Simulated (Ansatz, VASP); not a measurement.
**Two plane-wave programs on NaLaMnMoO6**

```
Na La Mn Mo O
1.0
    -2.68614    2.68614    3.84620
     2.68614   -2.68614    3.84620
     2.68614    2.68614   -3.84620
Na La Mn Mo O
1 1 1 1 6
Direct
  0.25000 0.75000 0.50000
  0.75000 0.25000 0.50000
  0.50000 0.50000 0.00000
  0.00000 0.00000 0.00000
  0.20766 0.29607 0.50371
  0.29605 0.79234 0.08841
  0.79236 0.70395 0.49629
  0.70393 0.20764 0.91159
  0.25194 0.25194 0.00000
  0.74806 0.74806 0.00000
```

Change from the starting cell: volume scaled by 0.96.

Alike in both runs: task single point; functional PBE; k mesh 7 × 7 × 7; occupations fermi-dirac, width 0.05 eV; collinear spin, ferromagnetic start.

|  | VASP | Ansatz |
| --- | --- | --- |
| version | VASP 6.6.1 | Ansatz 0.2.0 |
| potentials or method | VASP PAW PBE potentials, release 64 (Na_pv, La, Mn_pv, Mo_sv, O) | Ansatz PAW |
| plane-wave cutoff (eV) | 520 | 420 |
| valence electrons in the cell | 81 | 85 |

```tsv
	VASP	Ansatz	Ansatz less VASP
gap on the k mesh at the Fermi level (eV)	none	none	-
pressure (GPa)	7.9	7.6	-0.29
largest component of the traceless stress (GPa)	0.10	0.11	+0.002
rms of the force components (eV/Å)	0.131	0.149	+0.0189
net moment per atom (μB)	0.15	0.15	-0.001
size of the moment on the site where the two differ most (μB)	2.11	1.88	-0.227
```

Site moments also hang on the region over which each program counts them. Atom by atom the forces differ by 0.021 eV/Å (rms over components). A gap of «none» marks a metal or a gap that the smearing closes. The two sets of potentials don't hold the same shells in valence.

Caveats: a cell with one magnetic atom can't hold antiferromagnetic order, which such compounds often take; semilocal functionals often make such compounds metallic where correlation or magnetic order opens a gap, which also shifts bond lengths; the pressure holds a Pulay correction of +0.6 GPa for the finite cutoff (Ansatz); the starting moments weren't kept (Ansatz). Spin-orbit coupling is left out, which matters for the levels of La.
